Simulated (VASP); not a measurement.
Given:

```
NiSb
1.0
    1.95831    -3.39189     0.00000
    1.95831     3.39189     0.00000
    0.00000     0.00000     5.10517
Ni Sb
2 2
Direct
  0.00000   0.00000   0.50000
  0.00000   0.00000   0.00000
  0.33333   0.66667   0.25000
  0.66667   0.33333   0.75000
```

The numbers are results of PBE GGA with D3 dispersion (Becke-Johnson damping), VASP's PBE PAW potentials (set 64) (plane waves; VASP), not measurements. Run with 520 eV cut-off, Gaussian smearing of 0.050 eV, potentials Ni Sb.

Q: Give the energies of bands 5 to 18 at the high-symmetry points, in eV from the Fermi level.

A: 
| band | Γ | M | K | A | L | H |
|---|---|---|---|---|---|---|
| 5 | -4.00 | -3.57 | -4.48 | -3.22 | -3.34 | -5.17 |
| 6 | -3.23 | -3.26 | -3.25 | -3.22 | -3.34 | -5.17 |
| 7 | -2.64 | -3.25 | -3.25 | -2.87 | -2.90 | -2.81 |
| 8 | -2.64 | -3.20 | -2.75 | -2.87 | -2.90 | -2.81 |
| 9 | -2.17 | -2.94 | -2.07 | -2.15 | -2.02 | -2.12 |
| 10 | -2.17 | -2.21 | -2.05 | -2.15 | -2.02 | -2.12 |
| 11 | -1.38 | -2.15 | -2.05 | -2.15 | -1.97 | -2.06 |
| 12 | -1.38 | -1.91 | -1.65 | -2.15 | -1.97 | -2.06 |
| 13 | -0.05 | -1.64 | -1.41 | 0.29 | -1.86 | -1.45 |
| 14 | 0.59 | -1.44 | -1.41 | 0.29 | -1.86 | -1.45 |
| 15 | 0.59 | -1.36 | -0.64 | 2.10 | 0.18 | -1.33 |
| 16 | 2.50 | -0.35 | -0.64 | 2.10 | 0.18 | -1.33 |
| 17 | 2.50 | 1.14 | 0.67 | 2.10 | 1.72 | 4.31 |
| 18 | 3.15 | 3.43 | 0.67 | 2.10 | 1.72 | 4.31 |

It has no gap at this level: it comes out as a metal or semimetal.

The compound is NiSb in the NiAs type structure. It was relaxed first. The run is not spin-polarised, so no magnetic state was tried.
